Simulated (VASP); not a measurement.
Input:

```
CsCl
1.0
    4.16423     0.00000     0.00000
    0.00000     4.16423     0.00000
    0.00000     0.00000     4.16423
Cs Cl
1 1
Direct
  0.00000   0.00000   0.00000
  0.50000   0.50000   0.50000
```

All values below come from vdW-DF-cx, VASP's PBE PAW potentials (set 64) (plane waves; VASP). Settings: 520 eV cut-off, 7×7×7 Γ-centred mesh, Gaussian smearing of 0.050 eV, potentials Cs_sv Cl.

Unless said otherwise, spin-orbit coupling is left out, though it shifts the bands of the heavy elements here.

Task: Estimate the energy per atom (σ→0), band gap (on the k-mesh) with the smallest direct gap where there is one.

Result: 
The band gap (on the k-mesh) comes out as 5.14 eV, the smallest direct gap (on the k-mesh) is 5.14 eV and the energy per atom (σ→0) is -1091 meV/atom.

Only differences to runs with the same potentials and settings are physical.

The compound is CsCl in the CsCl type structure. This cell is one point of a volume scan, at 1.06 of the reference volume.
